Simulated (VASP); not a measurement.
An input for Ansatz (written as the equivalent of a VASP run, and not itself run):

Ansatz 0.2 input:
```yaml
crystal:
  lattice:
    - [0.0000000, 3.2900000, 3.2900000]
    - [3.2900000, 0.0000000, 3.2900000]
    - [3.2900000, 3.2900000, 0.0000000]
  atoms:
    - { symbol: Rb, position: [0.0000000, 0.0000000, 0.0000000] }
    - { symbol: Cl, position: [0.5000000, 0.5000000, 0.5000000] }
kpoints:
  mp_grid: { grid: [6, 6, 6] }
hamiltonian:
  xc: revpbe
  pseudopotentials: { kind: paw }
scf:
  occupations: { method: gaussian, width: 0.05 }
  max_iter: 100
relax:
  max_steps: 60
  f_tol: 0.01
  cell: {}
output: { forces: true, stress: true, eigenvalues: true }
```

Write the VASP files for the same calculation (revPBE).

One answer among several that fit: 
### KPOINTS
```
kpoints
0
gamma
 6 6 6
0 0 0
```

**INCAR**
```
# general
SYSTEM  = RbCl
PREC    = Accurate
ENCUT   = 520
LREAL   = F
LASPH   = T   # aspherical one-centre terms

# electronic loop
EDIFF   = 1E-6
NELM    = 100
ALGO    = Normal   # blocked Davidson
LMAXMIX = 4

# smearing
ISMEAR  = 0
SIGMA   = 0.05   # width (eV)

# functional
GGA     = RE   # revPBE

# ions
IBRION  = 2   # conjugate gradients
NSW     = 60
ISIF    = 3   # ions, shape and volume
EDIFFG  = -0.01   # ionic stop

# output
LWAVE   = F
LCHARG  = F
```

### POSCAR
```
RbCl
1.0
  0.0000000000   3.2900000000   3.2900000000
  3.2900000000   0.0000000000   3.2900000000
  3.2900000000   3.2900000000   0.0000000000
Rb Cl
1 1
Cartesian
  0.0000000000   0.0000000000   0.0000000000
  3.2900000000   3.2900000000   3.2900000000
```

POTCAR, in this order: Rb_sv Cl (PBE.64 set). Program: vasp_std.

What does not carry over: each code has its own PAW files, so the cut-off isn't converted (ENCUT is set for VASP's; basis.ecutwfc is left out, and Ansatz then takes the one that its files recommend); Ansatz stops its SCF on the density residual and VASP on the energy change (EDIFF).

The compound is RbCl in the rock salt structure. This run relaxes it. Symmetry was kept, so distortions that lower it aren't found.
